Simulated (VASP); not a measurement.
Consider the following.

```
CELL_PARAMETERS angstrom
      1.88500    -3.26492     0.00000
      1.88500     3.26492     0.00000
      0.00000     0.00000    12.16000
ATOMIC_POSITIONS crystal
  La 0.00000 0.00000 0.50000
  La 0.00000 0.00000 0.00000
  La 0.33333 0.66667 0.25000
  La 0.66667 0.33333 0.75000
```

Calculation: PBE GGA, VASP's PBE PAW potentials (set 64) (plane waves; VASP). Run with 400 eV cut-off, 9×9×3 Γ-centred mesh, second-order Methfessel-Paxton smearing of 0.020 eV, potentials La.

Problem. Estimate the energy per atom (σ→0), band gap (on the k-mesh) with the smallest direct gap where there is one.

Solution. 
- band gap (on the k-mesh): none (metal, semimetal or under 0.01 eV)
- energy per atom (σ→0): -4.883 eV/atom

Total energies compare only between runs with the same potentials, cut-off and functional.

The compound is La in the dhcp structure. The cell was not relaxed at this level. The run is one of a series of settings (ISMEAR = 2, SIGMA = 0.02 against the base run), some of them coarse on purpose.
